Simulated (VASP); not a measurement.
The system is Ti.

```
Ti
1.0
     2.93573    0.00000    0.00000
    -1.46787    2.54242    0.00000
     0.00000    0.00000    4.64086
Ti
2
Direct
  0.33333 0.66667 0.25000
  0.66667 0.33333 0.75000
```

| Item | Value |
| --- | --- |
| Program | VASP 6.6.1 |
| Task | relaxation of cell and atoms |
| Functional | PBE |
| Dispersion | D3(BJ) |
| Potentials or basis | VASP PAW PBE potentials, release 64 (Ti_sv) |
| Cutoff | 600 eV |
| k mesh | 18 × 18 × 10 |
| Occupations | gaussian, width 0.1 eV |
| Spin | no spin polarisation |

At the start: pressure -5.6 GPa; volume 17.32 Å³/atom.

Problem. Where does the relaxation end?

Solution. Over 7 steps the energy falls by 15.9 meV/atom and the volume is 16.45 Å³/atom (-5.0 %); space group P6_3/mmc (No. 194, to 0.05 Å).

The path:
| step | energy change (eV) | largest force (eV/Å) | pressure (GPa) | volume (Å³) |
| --- | --- | --- | --- | --- |
| 1 | 0.0000 | 0.0000 | -5.65 | 34.64 |
| 2 | -0.0131 | 0.0000 | 4.94 | 31.67 |
| 3 | -0.0317 | 0.0000 | -0.03 | 32.91 |
| 4 | -0.0317 | 0.0000 | 0.10 | 32.88 |
| 5 | -0.0318 | 0.0000 | -0.06 | 32.92 |
| 6 | -0.0318 | 0.0000 | -0.06 | 32.92 |
| 7 | -0.0318 | 0.0000 | 0.00 | 32.91 |

Final structure:
```
Ti
1.0
     2.88378    0.00000    0.00000
    -1.44189    2.49742    0.00000
     0.00000    0.00000    4.56904
Ti
2
Direct
  0.33333 0.66667 0.25000
  0.66667 0.33333 0.75000
```

Caveat: pairwise dispersion overbinds metals, which lowers pressure and volume.
